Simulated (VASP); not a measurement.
ZnSe (zinc blende) relaxed at rising pressure, in one space group throughout; other phases were not tried. The pressures are those reached. Computed with PBEsol GGA, VASP's PBE PAW potentials (set 64) (plane waves; VASP).

```tsv
P (GPa)	V (Å³/atom)	k-mesh
-0.07	22.461	8×8×8
4.97	21.006	8×8×8
9.93	19.957	8×8×8
19.92	18.440	9×9×9
29.91	17.355	9×9×9
```

A change of mesh leaves a small step in the series.

**Question.** Fit an equation of state and predict the volume at 44.84 GPa.

**Answer.** Least squares on the third-order Birch-Murnaghan form, P = (3B0/2)(y⁷ − y⁵)[1 + (3/4)(B′ − 4)(y² − 1)] with y = (V0/V)^(1/3), gives V0 = 22.435 Å³/atom, B0 = 65 GPa and B′ = 4.5, and so 16.170 Å³/atom. The run gave 16.166 Å³/atom, -0.0 % from the fit.

Pressures at which the relaxation failed are left out.

The compound is ZnSe in the zinc blende structure.
